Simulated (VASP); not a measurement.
# Cu2B (Fd-3m) in VASP: a series of runs

The runs below take Cu2B through relaxation of cell and atoms, with LDA, PBE, RPBE.

All numbers are computed with VASP 6.6.1; they aren't measurements. Logs are shortened: lines on timing, memory, paths and dates and some standing lists are left out, and cuts for length are marked.

**1. The crystal as given**

The structure is cubic, space group Fd-3m (No. 227). Conventional cell: a = 6.567 Å, b = 6.567 Å, c = 6.567 Å, α = 90.00°, β = 90.00°, γ = 90.00°. Cu (site symmetry -3m) has 6 Cu at 2.32 Å as nearest neighbours. B (site symmetry -43m) has 12 Cu at 2.72 Å and 4 B at 2.84 Å as nearest neighbours.

The cell was built by a generator and needn't be a form met in nature.

**2. Relaxation of cell and atoms, LDA, target pressure 30 GPa, at which the enthalpy is minimised**

File INCAR:

```
SYSTEM = Cu2B
PREC = Accurate
ENCUT = 600
EDIFF = 1E-6
ISMEAR = -1
SIGMA = 0.05
LREAL = .FALSE.
LASPH = .TRUE.
NELM = 100
ALGO = Normal
ISIF = 3
LWAVE = .FALSE.
LCHARG = .FALSE.
GGA = CA
IBRION = 2
NSW = 60
EDIFFG = -0.01
PSTRESS = 300
```

File KPOINTS:

```
Automatic mesh
0
G
  5 5 5
  0 0 0
```

File POSCAR:

```
Cu2B
1.0
    0.0000000000      3.2834700000      3.2834700000
    3.2834700000      0.0000000000      3.2834700000
    3.2834700000      3.2834700000      0.0000000000
Cu B
4 2
Direct
    0.1250000000      0.1250000000      0.1250000000
    0.6250000000      0.1250000000      0.1250000000
    0.1250000000      0.1250000000      0.6250000000
    0.1250000000      0.6250000000      0.1250000000
    0.5000000000      0.5000000000      0.5000000000
    0.7500000000      0.7500000000      0.7500000000
```

Potentials or basis: VASP PAW LDA potentials, release 64 (Cu, B).

Run with:

```
$ cat potpaw_LDA.64/Cu/POTCAR potpaw_LDA.64/B/POTCAR > POTCAR
$ mpirun -np 1 vasp_std > vasp.out
```

OUTCAR:

```text
SYSTEM = Cu2B
   PREC = Accurate
   ENCUT = 600
   EDIFF = 1E-6
   ISMEAR = -1
   LREAL = .FALSE.
   LASPH = .TRUE.
   NELM = 100
   ISIF = 3
   GGA = CA
   IBRION = 2
   NSW = 60
   EDIFFG = -0.01
   PSTRESS = 300

 ion  position               nearest neighbor table
   1  0.125  0.125  0.125-   2 2.32   3 2.32   4 2.32   3 2.32   4 2.32   2 2.32
   2  0.625  0.125  0.125-   1 2.32   3 2.32   4 2.32   1 2.32   3 2.32   4 2.32
   3  0.125  0.125  0.625-   1 2.32   1 2.32   2 2.32   4 2.32   4 2.32   2 2.32
   4  0.125  0.625  0.125-   1 2.32   3 2.32   1 2.32   2 2.32   3 2.32   2 2.32
   5  0.500  0.500  0.500-
   6  0.750  0.750  0.750-

  LATTYP: Found a face centered cubic cell.
 ALAT       =     6.5669400000

  Lattice vectors:

 A1 = (   0.0000000000,   3.2834700000,   3.2834700000)
 A2 = (   3.2834700000,   0.0000000000,   3.2834700000)
 A3 = (   3.2834700000,   3.2834700000,   0.0000000000)

Analysis of symmetry for initial positions (statically):
=====================================================================
 Subroutine PRICEL returns:
 Original cell was already a primitive cell.

 Routine SETGRP: Setting up the symmetry group for a
 face centered cubic supercell.

 Subroutine GETGRP returns: Found 48 space group operations
 (whereof 24 operations were pure point group operations)
 out of a pool of 48 trial point group operations.

The static configuration has the point symmetry T_d .
 The point group associated with its full space group is O_h .

Analysis of symmetry for dynamics (positions and initial velocities):
=====================================================================
 Subroutine PRICEL returns:
 Original cell was already a primitive cell.

 Routine SETGRP: Setting up the symmetry group for a
 face centered cubic supercell.

 Subroutine GETGRP returns: Found 48 space group operations
 (whereof 24 operations were pure point group operations)
 out of a pool of 48 trial point group operations.

The dynamic configuration has the point symmetry T_d .
 The point group associated with its full space group is O_h .

 Subroutine INISYM returns: Found 48 space group operations
 (whereof 24 operations are pure point group operations),
 and found     1 'primitive' translations

----------------------------------------------------------------------------------------

                                     Primitive cell

  volume of cell :      70.7993

  direct lattice vectors                    reciprocal lattice vectors
[... 84 lines left out ...]
   IBRION =      2    ionic relax: 0-MD 1-quasi-New 2-CG
   NFREE  =      1    steps in history (QN), initial steepest desc. (CG)
   ISIF   =      3    stress and relaxation
   ISYM   =      2    0-nonsym 1-usesym 2-fastsym
   POTIM  = 0.5000    time-step for ionic-motion
   TEBEG  =    0.0;   TEEND  =   0.0 temperature during run
   PSTRESS=  300.0 pullay stress
   NELECT =      50.0000    total number of electrons
   NUPDOWN=      -1.0000    fix difference up-down
   EMIN   =  10.00;   EMAX   =-10.00  energy-range for DOS
   EFERMI =   0.00;   METHOD = LEGACY
   ISMEAR =    -1;   SIGMA  =   0.05  broadening in eV -4-tet -1-fermi 0-gaus
   EFERMI_NEDOS =   21; number of points for ismear=-14 and -15
   IALGO  =     38    algorithm
   IMIX   =      4    mixing-type and parameters
     AMIX     =   0.40;   BMIX     =  1.00
     AMIX_MAG =   1.60;   BMIX_MAG =  1.00
  volume/ion in A,a.u.               =      11.80        79.63
  Fermi-wavevector in a.u.,A,eV,Ry     =   1.457880  2.754994 28.918015  2.125414
  Thomas-Fermi vector in A             =   2.574630
   LORBIT       =      0    0 simple, 1 ext, 2 COOP (PROOUT), +10 PAW based schemes
   GGA     = CA    functional components
   LHFCALC =     F    Hartree Fock is set to
   AEXX    =    0.0000 exact exchange contribution
   IVDW    =     0    specifies the selected vdW correction
   LEPSILON=     F    determine dielectric tensor
   LRPA    =     F    only Hartree local field effects (RPA)
 conjugate gradient relaxation of ions
 non-spin polarized calculation
  energy-cutoff  :      600.00
  volume of cell :       70.80
 maximum number of plane-waves:      2421
 NGX is ok and might be reduce to    40
   NGX = 19   NGY = 19   NGZ = 19

--------------------------------------- Ionic step        1  -------------------------------------------

 number of electron      49.9999985 magnetization

 Free energy of the ion-electron system (eV)
  ---------------------------------------------------
  ext. energy  EPLUGINS =         0.00000000
  ---------------------------------------------------
  free energy    TOTEN  =       -26.31091610 eV

  energy without entropy =      -26.29958798  energy(sigma->0) =      -26.30525204

------------------------ aborting loop because EDIFF is reached ----------------------------------------

  FORCE on cell =-STRESS in cart. coord.  units (eV):
  Direction    XX          YY          ZZ          XY          YZ          ZX
  --------------------------------------------------------------------------------------
  -------------------------------------------------------------------------------------
  Total       -4.8031984     -4.8031984     -4.8031984      0.0000000     -0.0000000      0.0000000
  in kB     -108.6955976   -108.6955976   -108.6955976      0.0000000     -0.0000000      0.0000000
  external PRESSURE =    -408.6955976 kB  Pullay stress =     300.0000000 kB
[... 29 lines left out ...]
--------------------------------------- Ionic step        2  -------------------------------------------

 number of electron      50.0000010 magnetization

 E-fermi :  13.2872     XC(G=0): -14.7322

 val. band max:       12.5814379502   @ k =   0.4000   0.0000   0.0000
 cond. band min:      13.2932646116   @ k =  -0.4000   0.4000   0.2000
 fundamental gap:      0.7118266614
 Fermi energy:        13.2872306178

 k-point     1 :       0.0000    0.0000    0.0000
  band No.  band energies     occupation
      1      -1.9477      2.00000
      2       2.2206      2.00000
      3       4.3042      2.00000
      4       4.3042      2.00000
      5       4.3042      2.00000
      6       5.1181      2.00000
[... 528 lines left out ...]
--------------------------------------- Ionic step        7  -------------------------------------------

 number of electron      50.0000005 magnetization

 Free energy of the ion-electron system (eV)
  ---------------------------------------------------
  ext. energy  EPLUGINS =         0.00000000
  ---------------------------------------------------
  free energy    TOTEN  =       -25.85468253 eV

  energy without entropy =      -25.85014375  energy(sigma->0) =      -25.85241314

 E-fermi :   8.8387     XC(G=0): -13.2866

 val. band max:        8.7026139251   @ k =  -0.2000   0.2000   0.0000
 cond. band min:       8.9523276217   @ k =   0.4000   0.0000   0.0000
 fundamental gap:      0.2497136966
 Fermi energy:         8.8387247912

 k-point     1 :       0.0000    0.0000    0.0000
  band No.  band energies     occupation
      1      -3.4539      2.00000
      2       0.8101      2.00000
      3       2.5175      2.00000
      4       2.5175      2.00000
      5       2.5175      2.00000
      6       3.0172      2.00000
[... 356 lines left out ...]
  energy  without entropy=      -25.8501437527  energy(sigma->0) =      -25.85241314

  enthalpy is  TOTEN    =       -15.1830133288 eV   P V=       10.6716692051

 reached required accuracy - stopping structural energy minimisation
```

CONTCAR:

```text
Cu2B
   1.00000000000000
     0.0000000000000000    3.0544327121566601    3.0544327121566601
     3.0544327121566601    0.0000000000000000    3.0544327121566601
     3.0544327121566601    3.0544327121566601   -0.0000000000000000
  Cu              B
     4     2
Direct
     0.1250000000000000    0.1250000000000000    0.1250000000000000
     0.6250000000000000    0.1250000000000000    0.1250000000000000
     0.1250000000000000    0.1250000000000000    0.6250000000000000
     0.1250000000000000    0.6250000000000000    0.1250000000000000
     0.5000000000000000    0.5000000000000000    0.5000000000000000
     0.7500000000000000    0.7500000000000000    0.7500000000000000

  0.00000000E+00  0.00000000E+00  0.00000000E+00
  0.00000000E+00  0.00000000E+00  0.00000000E+00
  0.00000000E+00  0.00000000E+00  0.00000000E+00
  0.00000000E+00  0.00000000E+00  0.00000000E+00
  0.00000000E+00  0.00000000E+00  0.00000000E+00
  0.00000000E+00  0.00000000E+00  0.00000000E+00
```

Wall time 92 s (1 thread of Intel Xeon 6975P-C (Granite Rapids), shared host); peak memory 0.21 GiB.

What came out:

| Item | Value |
| --- | --- |
| Free energy | -25.8547 eV |
| Relaxed volume | 9.50 Å³/atom |
| Relaxed cell | a = 4.320 Å, b = 4.320 Å, c = 4.320 Å, α = 60.00°, β = 60.00°, γ = 60.00° |
| Space group after relaxing (to 0.05 Å) | Fd-3m (No. 227) |
| Energy change on relaxing (the enthalpy is what falls) | +76.0 meV/atom |
| Ionic steps | 7 |
| Pressure after relaxing | 30.0 GPa |
| Band gap on the k mesh | none (metal or under the smearing width) |

Step by step:
```
step  energy change (eV)  largest force (eV/Å)  pressure (GPa)  volume (Å³)
   1              0.0000                0.0000          -10.87        70.80
   2              6.9361                0.0000          157.65        44.22
   3              0.3273                0.0000           26.20        57.73
   4              0.4222                0.0000           29.04        57.18
   5              0.4690                0.0000           30.43        56.93
   6              0.4341                0.0000           29.31        57.11
   7              0.4562                0.0000           30.03        56.99
```

Final structure:
```xyz
6
Lattice="0.0000 3.0544 3.0544 3.0544 0.0000 3.0544 3.0544 3.0544 0.0000" Properties=species:S:1:pos:R:3 pbc="T T T"
Cu    0.7636    0.7636    0.7636
Cu    0.7636    2.2908    2.2908
Cu    2.2908    2.2908    0.7636
Cu    2.2908    0.7636    2.2908
B     3.0544    3.0544    3.0544
B     4.5816    4.5816    4.5816
```

Levels at points of the mesh, in eV from the Fermi level:
```
           k point  band 22  band 23  band 24  band 25  band 26  band 27  band 28  band 29
(0.00, 0.00, 0.00)    -1.54    -1.34    -1.34    -1.34     1.17     1.17     1.17     1.58
```

Caveat: the cell is relaxed towards a set pressure, so the enthalpy falls and the energy may rise; the volume moved by over 15 % at a fixed basis, so the end points are rough.

**3. Relaxation of cell and atoms, PBE**

File INCAR:

```
ALGO = Normal
EDIFF = 1E-6
EDIFFG = -0.005
ENCUT = 600
GGA = PE
IBRION = 2
ISIF = 3
ISMEAR = 1
LASPH = T
LCHARG = F
LREAL = F
LWAVE = F
NELM = 80
NSW = 40
PREC = Accurate
SIGMA = 0.1
```

File KPOINTS:

```
k-points
0
Gamma
  7 7 7
```

POSCAR is that of step 2.

Potentials or basis: VASP PAW PBE potentials, release 64 (Cu, B).

Run with:

```
$ cat potpaw_PBE.64/Cu/POTCAR potpaw_PBE.64/B/POTCAR > POTCAR
$ mpirun -np 1 vasp_std > vasp.out
```

Wall time 1.9 min (1 thread of Intel Xeon 6975P-C (Granite Rapids), shared host); peak memory 0.26 GiB.

It converged, with:

* Free energy: -20.9953 eV
* Relaxed volume: 11.84 Å³/atom
* Relaxed cell: a = 4.649 Å, b = 4.649 Å, c = 4.649 Å, α = 60.00°, β = 60.00°, γ = 60.00°
* Space group after relaxing (to 0.05 Å): Fd-3m (No. 227)
* Energy gained by relaxing: 0.0 meV/atom
* Ionic steps: 6
* Pressure after relaxing: 0.0 GPa
* Band gap on the k mesh: none (metal or under the smearing width)

The path:
| step | energy change (eV) | largest force (eV/Å) | pressure (GPa) | volume (Å³) |
| --- | --- | --- | --- | --- |
| 1 | 0.0000 | 0.0000 | 0.48 | 70.80 |
| 2 | -0.0001 | 0.0000 | -0.42 | 71.16 |
| 3 | -0.0003 | 0.0000 | 0.09 | 71.01 |
| 4 | -0.0003 | 0.0000 | -0.18 | 71.04 |
| 5 | -0.0003 | 0.0000 | 0.11 | 71.02 |
| 6 | -0.0003 | 0.0000 | 0.03 | 71.03 |

Final structure:
```
Cu B
1.0
     0.00000    3.28706    3.28706
     3.28706    0.00000    3.28706
     3.28706    3.28706    0.00000
Cu B
4 2
Cartesian
  0.8218 0.8218 0.8218
  0.8218 2.4653 2.4653
  2.4653 2.4653 0.8218
  2.4653 0.8218 2.4653
  3.2871 3.2871 3.2871
  4.9306 4.9306 4.9306
```

Levels at points of the mesh, in eV from the Fermi level:
| k point | band 23 | band 24 | band 25 | band 26 | band 27 | band 28 |
| --- | --- | --- | --- | --- | --- | --- |
| (0.00, 0.00, 0.00) | -0.73 | -0.73 | -0.73 | 1.12 | 1.21 | 1.21 |

**4. Relaxation of cell and atoms, RPBE**

File INCAR:

```
PREC = Accurate ; ENCUT = 600
EDIFF = 1E-6 ; ISMEAR = 1
SIGMA = 0.1 ; LREAL = False
LASPH = True ; NELM = 100
ALGO = Fast ; ISIF = 3
LWAVE = False ; LCHARG = False
GGA = RP ; IBRION = 2
NSW = 40 ; EDIFFG = -0.005
```

File KPOINTS:

```
regular mesh
0
Gamma
  7 7 7
```

POSCAR is that of step 3.

Run with:

```
$ cat potpaw_PBE.64/Cu/POTCAR potpaw_PBE.64/B/POTCAR > POTCAR
$ mpirun -np 1 vasp_std > vasp.out
```

Run time: 3.3 min. Hardware: 1 thread of Intel Xeon 6975P-C (Granite Rapids), shared host; peak memory 0.26 GiB.

Results (log left out):

```
Free energy                            : -18.5937 eV
Relaxed volume                         : 12.21 Å³/atom
Relaxed cell                           : a = 4.697 Å, b = 4.697 Å, c = 4.697 Å, α = 60.00°, β = 60.00°, γ = 60.00°
Space group after relaxing (to 0.05 Å) : Fd-3m (No. 227)
Energy gained by relaxing              : 5.4 meV/atom
Ionic steps                            : 15
Pressure after relaxing                : 0.0 GPa
Band gap on the k mesh                 : none (metal or under the smearing width)
```

The path:
```
step  energy change (eV)  largest force (eV/Å)  pressure (GPa)  volume (Å³)
   1              0.0000                0.0000            4.28        70.80
   2             -0.0300                0.0000           -1.04        74.07
   3             -0.0323                0.0000           -0.23        73.34
   4             -0.0322                0.0000            0.28        73.20
   5             -0.0322                0.0000            0.11        73.27
   6             -0.0322                0.0000           -0.22        73.27
   7             -0.0322                0.0000            0.40        73.27
   8             -0.0322                0.0000            0.16        73.27
   9             -0.0322                0.0000            0.16        73.27
  10             -0.0322                0.0000            0.14        73.27
  11             -0.0322                0.0000            0.14        73.27
  12             -0.0322                0.0000            0.13        73.27
  13             -0.0322                0.0000            0.11        73.27
  14             -0.0322                0.0000            0.08        73.27
  15             -0.0322                0.0000            0.03        73.27
```

Final structure:
```
Cu B
1.0
     0.00000    3.32129    3.32129
     3.32129    0.00000    3.32129
     3.32129    3.32129    0.00000
Cu B
4 2
Direct
  0.12500 0.12500 0.12500
  0.62500 0.12500 0.12500
  0.12500 0.12500 0.62500
  0.12500 0.62500 0.12500
  0.50000 0.50000 0.50000
  0.75000 0.75000 0.75000
```

Levels at points of the mesh, in eV from the Fermi level:
| k point | band 23 | band 24 | band 25 | band 26 | band 27 | band 28 |
| --- | --- | --- | --- | --- | --- | --- |
| (0.00, 0.00, 0.00) | -0.64 | -0.64 | -0.64 | 0.99 | 1.20 | 1.20 |

Caveat: the PAW data sets were made with another functional, which shifts forces and pressure a little.

**5. For comparison**

An earlier run on the cell as given: functional PBE; potentials or basis VASP PAW PBE potentials, release 64 (Cu, B); cutoff 520 eV; k mesh 7 × 7 × 7; occupations fermi-dirac, width 0.05 eV; no spin polarisation.

- Pressure: 0.4 GPa
- Band gap on the k mesh: none (metal or under the smearing width)

**6. Summary**

```tsv
task	level	potentials or basis	cell	k mesh	cutoff (eV)	smearing	target pressure	gap on the mesh (eV)	pressure (GPa)	relaxed volume (Å³/atom)
relaxation of cell and atoms	LDA	VASP PAW LDA potentials, release 64 (Cu, B)	relaxed to 30 GPa	5 × 5 × 5	600	fermi-dirac 0.05 eV	30 GPa	none	30.0	-
relaxation of cell and atoms	PBE	VASP PAW PBE potentials, release 64 (Cu, B)	relaxed	7 × 7 × 7	600	methfessel-paxton 0.1 eV	-	none	0.0	11.84
relaxation of cell and atoms	RPBE	VASP PAW PBE potentials, release 64 (Cu, B)	relaxed	7 × 7 × 7	600	methfessel-paxton 0.1 eV	-	none	0.0	12.21
single point	PBE	VASP PAW PBE potentials, release 64 (Cu, B)	as given	7 × 7 × 7	520	fermi-dirac 0.05 eV	-	none	0.4	-
```

Alike in all rows: no spin polarisation.

Caveats: the cell is relaxed towards a set pressure, so the enthalpy falls and the energy may rise (some runs); the volume moved by over 15 % at a fixed basis, so the end points are rough (some runs); the PAW data sets were made with another functional, which shifts forces and pressure a little (some runs).

Absolute energies hang on the potentials; compare differences alone.
